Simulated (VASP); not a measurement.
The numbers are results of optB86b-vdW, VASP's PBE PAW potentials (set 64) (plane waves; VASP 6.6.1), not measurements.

Input for VASP

**POSCAR**
```
Eu
1
   -2.1579022738     2.1579022738     2.1579022738
    2.1579022738    -2.1579022738     2.1579022738
    2.1579022738     2.1579022738    -2.1579022738
Eu
1
Direct
  0.0000000000   0.0000000000   0.0000000000
```

### KPOINTS
```
Automatic mesh
0
Gamma
13 13 13
0 0 0
```

INCAR:
```
SYSTEM = Eu
PREC = Accurate; ENCUT = 520; LREAL = .FALSE.
LASPH = .TRUE.
EDIFF = 1E-7; NELM = 100; ALGO = Normal
LMAXMIX = 6
ISMEAR = -5
GGA = MK; LUSE_VDW = .TRUE.; AGGAC = 0.0
PARAM1 = 0.1234; PARAM2 = 1.0
ISIF = 2
LWAVE = .FALSE.; LCHARG = .TRUE.; LORBIT = 11
NEDOS = 601
```

POTCAR, in this order: Eu_2 (PBE.64 set). Program: vasp_std.

Output of the run:

File OSZICAR:
```
       N       E                     dE             d eps       ncg     rms          rms(c)
DAV:   1     0.127439734935E+02    0.12744E+02   -0.38474E+03  1384   0.832E+02
DAV:   2     0.767918961021E+00   -0.11976E+02   -0.11866E+02  1896   0.110E+02
DAV:   3     0.568988244441E+00   -0.19893E+00   -0.18430E+00  1784   0.101E+01
DAV:   4     0.566766538795E+00   -0.22217E-02   -0.22129E-02  2200   0.136E+00
DAV:   5     0.566758691239E+00   -0.78476E-05   -0.78148E-05  1816   0.640E-02    0.732E+00
DAV:   6     0.550583033453E+00   -0.16176E-01   -0.19328E-03  2240   0.433E-01    0.437E+00
DAV:   7     0.540578554322E+00   -0.10004E-01   -0.51599E-03  2144   0.657E-01    0.645E-02
DAV:   8     0.540436236343E+00   -0.14232E-03   -0.18591E-04  2168   0.101E-01    0.151E-02
DAV:   9     0.540405059097E+00   -0.31177E-04   -0.19940E-05  1624   0.300E-02    0.712E-03
DAV:  10     0.540398281654E+00   -0.67774E-05   -0.39546E-06  2168   0.142E-02    0.125E-03
DAV:  11     0.540398049187E+00   -0.23247E-06   -0.59468E-08  1360   0.223E-03    0.507E-04
DAV:  12     0.540397790620E+00   -0.25857E-06   -0.68052E-09   920   0.900E-04    0.123E-04
DAV:  13     0.540397815720E+00    0.25100E-07   -0.10836E-09   752   0.386E-04
   1 F= 0.54039782E+00 E0= 0.54039782E+00  d E =0.000000E+00
```

**OUTCAR**
```
------------------------ aborting loop because EDIFF is reached ----------------------------------------
  FORCE on cell =-STRESS in cart. coord.  units (eV):
  Direction    XX          YY          ZZ          XY          YZ          ZX
  --------------------------------------------------------------------------------------
  Total        0.0445513      0.0445513      0.0445513      0.0000000      0.0000000      0.0000000
  in kB        1.7758892      1.7758892      1.7758892      0.0000000      0.0000000      0.0000000
  external PRESSURE =       1.7758892 kB  Pullay stress =       0.0000000 kB
  volume of cell :       40.19
      direct lattice vectors                 reciprocal lattice vectors
    -2.157902274  2.157902274  2.157902274     0.000000000  0.231706508  0.231706508
     2.157902274 -2.157902274  2.157902274     0.231706508  0.000000000  0.231706508
     2.157902274  2.157902274 -2.157902274     0.231706508  0.231706508  0.000000000
 POSITION                                       TOTAL-FORCE (eV/Angst)
 -----------------------------------------------------------------------------------
      0.00000      0.00000      0.00000         0.000000      0.000000      0.000000
 -----------------------------------------------------------------------------------
    total drift:                                0.000000      0.000000      0.000000
  FREE ENERGIE OF THE ION-ELECTRON SYSTEM (eV)
  ---------------------------------------------------
  free  energy   TOTEN  =         0.5403978157 eV

  energy  without entropy=        0.5403978157  energy(sigma->0) =        0.54039782

 total charge

# of ion       s       p       d       tot
------------------------------------------
    1        0.479   6.299   0.540   7.318
```
(Selected blocks of OUTCAR.)

The 4f electrons are frozen in the core of the lanthanide potential, so 4f levels, which can set the real gap, and their magnetism are missing. For a metal the tetrahedron method with Blöchl corrections gives inexact stress and forces.

The compound is Eu in the bcc structure. It was relaxed first, which changed the volume by -16 %.
